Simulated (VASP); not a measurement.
Method: LDA (Ceperley-Alder, Perdew-Zunger), VASP's LDA PAW potentials (set 64) (plane waves; VASP).

A VASP calculation is set up with these files.

INCAR:
```
! general
SYSTEM   =  NiSb
PREC     =  Accurate
ENCUT    =  520
LREAL    =  .FALSE.
LASPH    =  .TRUE.

! electronic loop
EDIFF    =  1E-6
NELM     =  100
ALGO     =  Normal
LMAXMIX  =  4

! smearing
ISMEAR   =  1
SIGMA    =  0.1

! ions
IBRION   =  2
NSW      =  60
ISIF     =  3
EDIFFG   =  -0.02

! output
LWAVE    =  .FALSE.
LCHARG   =  .FALSE.
```

**POSCAR**
```
NiSb
1
    1.9364471856    -3.3540250677    -0.0000000000
    1.9364471856     3.3540250677    -0.0000000000
    0.0000000000    -0.0000000000     5.0593898189
Ni Sb
2 2
Direct
  0.0000000000   0.0000000000   0.5000000000
  0.0000000000   0.0000000000   0.0000000000
  0.3333330000   0.6666670000   0.2500000000
  0.6666670000   0.3333330000   0.7500000000
```

KPOINTS:
```
Automatic mesh
0
Gamma
8 8 6
0 0 0
```

POTCAR, in this order: Ni Sb (LDA.64 set). Program: vasp_std.

The resulting files:

**OUTCAR**
```
 ion  position               nearest neighbor table
   1  0.000  0.000  0.500-   2 2.53   2 2.53   4 2.57   3 2.57   4 2.57   3 2.57   4 2.57   3 2.57
  LATTYP: Found a hexagonal cell.
 ALAT       =     3.8728945064
 C/A-ratio  =     1.3063587998
 Subroutine PRICEL returns:
 Original cell was already a primitive cell.
 Subroutine GETGRP returns: Found 24 space group operations
The static configuration has the point symmetry D_3d.
 The point group associated with its full space group is D_6h.
The dynamic configuration has the point symmetry D_3d.
 Subroutine INISYM returns: Found 24 space group operations
 Subroutine IBZKPT returns following result:
 Found     40 irreducible k-points:

 Following reciprocal coordinates:
            Coordinates               Weight
  0.000000  0.000000  0.000000      1.000000
  0.125000  0.000000  0.000000      6.000000
  0.250000  0.000000  0.000000      6.000000
  0.375000  0.000000  0.000000      6.000000
  0.500000  0.000000  0.000000      3.000000
  0.125000  0.125000  0.000000      6.000000
  0.250000  0.125000  0.000000     12.000000
  0.375000  0.125000  0.000000     12.000000
  0.250000  0.250000  0.000000      6.000000
  0.375000  0.250000  0.000000      6.000000
  0.000000  0.000000  0.166667      2.000000
  0.125000  0.000000  0.166667     12.000000
  0.250000  0.000000  0.166667     12.000000
  0.375000  0.000000  0.166667     12.000000
  0.500000  0.000000  0.166667      6.000000
  0.125000  0.125000  0.166667     12.000000
  0.250000  0.125000  0.166667     24.000000
  0.375000  0.125000  0.166667     24.000000
  0.250000  0.250000  0.166667     12.000000
  0.375000  0.250000  0.166667     12.000000
  0.000000  0.000000  0.333333      2.000000
  0.125000  0.000000  0.333333     12.000000
  0.250000  0.000000  0.333333     12.000000
...
```

### OSZICAR
```
       N       E                     dE             d eps       ncg     rms          rms(c)
DAV:   1     0.171560844634E+03    0.17156E+03   -0.12478E+04  1520   0.165E+03
DAV:   2    -0.159843063765E+02   -0.18755E+03   -0.18276E+03  1529   0.325E+02
DAV:   3    -0.253827176009E+02   -0.93984E+01   -0.90350E+01  1772   0.898E+01
DAV:   4    -0.256600888285E+02   -0.27737E+00   -0.27523E+00  1700   0.146E+01
DAV:   5    -0.256692673225E+02   -0.91785E-02   -0.91752E-02  1892   0.277E+00    0.138E+01
DAV:   6    -0.278346024171E+02   -0.21653E+01   -0.33612E+01  1644   0.108E+02    0.163E+01
DAV:   7    -0.241811279462E+02    0.36535E+01   -0.12649E+01  1643   0.766E+01    0.422E+00
DAV:   8    -0.242186630268E+02   -0.37535E-01   -0.14285E+00  2056   0.104E+01    0.260E+00
DAV:   9    -0.241525065198E+02    0.66157E-01   -0.23694E-01  1738   0.904E+00    0.644E-01
DAV:  10    -0.241530085371E+02   -0.50202E-03   -0.93941E-03  1607   0.860E-01    0.471E-01
DAV:  11    -0.241522845468E+02    0.72399E-03   -0.64960E-04  1722   0.232E-01    0.163E-01
DAV:  12    -0.241519936974E+02    0.29085E-03   -0.71522E-04  2154   0.463E-01    0.281E-02
DAV:  13    -0.241520005271E+02   -0.68298E-05   -0.87111E-05  1604   0.673E-02    0.365E-02
DAV:  14    -0.241519998995E+02    0.62760E-06   -0.25301E-06  1224   0.193E-02
   1 F= -.24152000E+02 E0= -.24151839E+02  d E =-.241520E+02
       N       E                     dE             d eps       ncg     rms          rms(c)
DAV:   1    -0.241558760344E+02   -0.38755E-02   -0.81076E-02  1660   0.253E+00    0.403E-01
DAV:   2    -0.241555355710E+02    0.34046E-03   -0.18417E-02  1715   0.273E+00    0.424E-01
DAV:   3    -0.241533310395E+02    0.22045E-02   -0.98915E-03  1651   0.203E+00    0.162E-01
DAV:   4    -0.241528337265E+02    0.49731E-03   -0.10124E-03  2112   0.430E-01    0.359E-02
DAV:   5    -0.241528288966E+02    0.48299E-05   -0.15868E-04  1776   0.198E-01    0.123E-02
DAV:   6    -0.241528278377E+02    0.10589E-05   -0.89586E-06  2011   0.414E-02    0.628E-03
DAV:   7    -0.241528280605E+02   -0.22286E-06   -0.82511E-07   775   0.162E-02
   2 F= -.24152828E+02 E0= -.24152687E+02  d E =-.828161E-03
       N       E                     dE             d eps       ncg     rms          rms(c)
DAV:   1    -0.241530152471E+02   -0.18741E-03   -0.39119E-03  1679   0.562E-01    0.877E-02
DAV:   2    -0.241529961450E+02    0.19102E-04   -0.85234E-04  1718   0.587E-01    0.914E-02
DAV:   3    -0.241528938862E+02    0.10226E-03   -0.46105E-04  1651   0.439E-01    0.354E-02
DAV:   4    -0.241528700581E+02    0.23828E-04   -0.48503E-05  2110   0.952E-02    0.777E-03
DAV:   5    -0.241528699022E+02    0.15596E-06   -0.79091E-06  1502   0.445E-02
   3 F= -.24152870E+02 E0= -.24152733E+02  d E =-.870003E-03
       N       E                     dE             d eps       ncg     rms          rms(c)
DAV:   1    -0.241613842078E+02   -0.85141E-02   -0.10565E-01  1636   0.528E+00    0.858E-01
DAV:   2    -0.241728778767E+02   -0.11494E-01   -0.16866E-01  1651   0.821E+00    0.116E+00
DAV:   3    -0.241530343474E+02    0.19844E-01   -0.73094E-02  1654   0.562E+00    0.158E-01
DAV:   4    -0.241528225868E+02    0.21176E-03   -0.32118E-03  1556   0.379E-01    0.773E-02
DAV:   5    -0.241527383596E+02    0.84227E-04   -0.22701E-04  1939   0.272E-01    0.313E-02
DAV:   6    -0.241527345887E+02    0.37708E-05   -0.21910E-05  1604   0.339E-02    0.183E-02
DAV:   7    -0.241527301823E+02    0.44064E-05   -0.97026E-06  2074   0.480E-02    0.285E-03
DAV:   8    -0.241527303930E+02   -0.21064E-06   -0.16409E-06   815   0.104E-02
   4 F= -.24152730E+02 E0= -.24152556E+02  d E =0.139509E-03
       N       E                     dE             d eps       ncg     rms          rms(c)
DAV:   1    -0.241561807090E+02   -0.34505E-02   -0.39522E-02  1636   0.323E+00    0.523E-01
DAV:   2    -0.241604771440E+02   -0.42964E-02   -0.63435E-02  1657   0.504E+00    0.707E-01
DAV:   3    -0.241530630533E+02    0.74141E-02   -0.27139E-02  1649   0.340E+00    0.985E-02
DAV:   4    -0.241529740448E+02    0.89008E-04   -0.11273E-03  1550   0.245E-01    0.419E-02
DAV:   5    -0.241529471311E+02    0.26914E-04   -0.85204E-05  1976   0.165E-01    0.135E-02
DAV:   6    -0.241529459813E+02    0.11498E-05   -0.10028E-05  1544   0.261E-02    0.584E-03
DAV:   7    -0.241529456553E+02    0.32605E-06   -0.59415E-07   775   0.131E-02
   5 F= -.24152946E+02 E0= -.24152793E+02  d E =-.757531E-04
```

File OUTCAR:
```
------------------------ aborting loop because EDIFF is reached ----------------------------------------
  FORCE on cell =-STRESS in cart. coord.  units (eV):
  Direction    XX          YY          ZZ          XY          YZ          ZX
  --------------------------------------------------------------------------------------
  Total        0.0059285      0.0059285      0.0119433      0.0000000      0.0000000     -0.0000000
  in kB        0.1446304      0.1446304      0.2913664      0.0000000      0.0000000     -0.0000000
  external PRESSURE =       0.1935424 kB  Pullay stress =       0.0000000 kB
  volume of cell :       65.67
      direct lattice vectors                 reciprocal lattice vectors
     1.940495984 -3.361037792 -0.000000000     0.257666083 -0.148763576 -0.000000000
     1.940495984  3.361037792 -0.000000000     0.257666083  0.148763576  0.000000000
     0.000000000 -0.000000000  5.034757948     0.000000000 -0.000000000  0.198619280
 POSITION                                       TOTAL-FORCE (eV/Angst)
 -----------------------------------------------------------------------------------
      0.00000     -0.00000      2.51738         0.000000     -0.000000      0.000000
      0.00000      0.00000     -0.00000        -0.000000      0.000000      0.000000
      1.94050      1.12035      1.25869         0.000000      0.000000      0.000000
      1.94050     -1.12035      3.77607        -0.000000      0.000000     -0.000000
 -----------------------------------------------------------------------------------
    total drift:                               -0.000000      0.000000      0.000000
  FREE ENERGIE OF THE ION-ELECTRON SYSTEM (eV)
  ---------------------------------------------------
  free  energy   TOTEN  =       -24.1529456553 eV

  energy  without entropy=      -24.1524884952  energy(sigma->0) =      -24.15279327

 reached required accuracy - stopping structural energy minimisation
```
(Selected blocks of OUTCAR.)

### CONTCAR
```
NiSb
   1.00000000000000
     1.9404959835527544   -3.3610377924417736   -0.0000000000000000
     1.9404959835527544    3.3610377924417736   -0.0000000000000000
     0.0000000000000000   -0.0000000000000000    5.0347579481836053
  Ni              Sb
     2     2
Direct
     0.0000000000000000    0.0000000000000000    0.5000000000000000
     0.0000000000000000    0.0000000000000000    0.0000000000000000
     0.3333330000000032    0.6666669999999968    0.2500000000000000
     0.6666669999999968    0.3333330000000032    0.7500000000000000
```

The compound is NiSb in the NiAs type structure. This run relaxes it. Symmetry was kept, so distortions that lower it aren't found. The start is the result of an earlier pass. The run is not spin-polarised, so no magnetic state was tried.
